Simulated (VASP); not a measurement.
An input for Quantum ESPRESSO's pw.x (written as the equivalent of a VASP run, and not itself run):

```
&CONTROL
  calculation = 'scf'
  pseudo_dir = './pseudo'
  outdir = './out'
  tprnfor = .true.
  tstress = .true.
/
&SYSTEM
  ibrav = 0
  nat = 4
  ntyp = 2
  ecutwfc = 98
  occupations = 'tetrahedra'
  input_dft = 'pbesol'
/
&ELECTRONS
  conv_thr = 7.3e-09
  electron_maxstep = 100
/
ATOMIC_SPECIES
  Ni 58.693 Ni.upf
  Sb 121.760 Sb.upf
CELL_PARAMETERS angstrom
     3.6769998    0.0000000    0.0000000
     0.0000000    3.6769998    0.0000000
     0.0000000    0.0000000    3.6769998
ATOMIC_POSITIONS crystal
  Ni   0.0000000  0.5000000  0.5000000
  Ni   0.5000000  0.0000000  0.5000000
  Ni   0.5000000  0.5000000  0.0000000
  Sb   0.0000000  0.0000000  0.0000000
K_POINTS automatic
  9 9 9 0 0 0
```

Write the VASP files for the same calculation (PBEsol).

Several could match; the one computed here: 
### POSCAR
```
Ni3Sb
1
    3.6769997618     0.0000000000     0.0000000000
    0.0000000000     3.6769997618     0.0000000000
    0.0000000000     0.0000000000     3.6769997618
Ni Sb
3 1
Direct
  0.0000000000   0.5000000000   0.5000000000
  0.5000000000   0.0000000000   0.5000000000
  0.5000000000   0.5000000000   0.0000000000
  0.0000000000   0.0000000000   0.0000000000
```

KPOINTS:
```
Automatic
0
Gamma
  9 9 9
```

INCAR:
```
LMAXMIX=4
LASPH=T   # aspherical one-centre terms
LORBIT=11   # lm-projected
EDIFF=1E-7   # SCF stop (eV)
PREC=Accurate
LREAL=F   # projection in real space or not
LCHARG=T
LWAVE=F
ISMEAR=-5   # tetrahedra, Bloechl
NEDOS=601   # DOS grid
SYSTEM=Ni3Sb
GGA=PS
NELM=100
ENCUT=400   # plane-wave cut-off (eV)
ISIF=2
ALGO=Normal
LEFG=T
```

POTCAR, in this order: Ni Sb (PBE.64 set). Program: vasp_std.

The two are equivalent in intent, not identical: the potentials are each code's own (VASP's PAW set, PseudoDojo norm-conserving files in pw.x), so ENCUT and ecutwfc are chosen apart and not converted; conv_thr bounds pw.x's estimated SCF error, while EDIFF bounds the energy change between steps; the field gradients of LEFG aren't asked of the other code.

The structure comes from a computed database's Ni3Sb entry (Pm-3m); how it stands against other phases isn't given here. It was relaxed first.
